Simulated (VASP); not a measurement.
```yaml
crystal:
  lattice:
    - [1.45810, -2.52551, 0.00000]
    - [1.45810, 2.52551, 0.00000]
    - [0.00000, 0.00000, 2.84394]
  atoms:
    - { symbol: W, position: [0.00000, 0.00000, 0.00000] }
    - { symbol: C, position: [0.33333, 0.66667, 0.50000] }
```

Calculation: rev-vdW-DF2, VASP's PBE PAW potentials (set 64) (plane waves; VASP 6.6.1). Settings: 520 eV cut-off, 16×16×14 Γ-centred mesh, tetrahedra with Blöchl corrections, potentials W_sv C.

Unless said otherwise, spin-orbit coupling is left out, though it shifts the bands of the heavy elements here.

Estimate the energy per atom (σ→0), band gap (on the k-mesh) with the smallest direct gap where there is one.

- band gap (on the k-mesh): none (metal, semimetal or under 0.01 eV)
- energy per atom (σ→0): -9.527 eV/atom

The compound is WC in the wc structure. It was relaxed first.
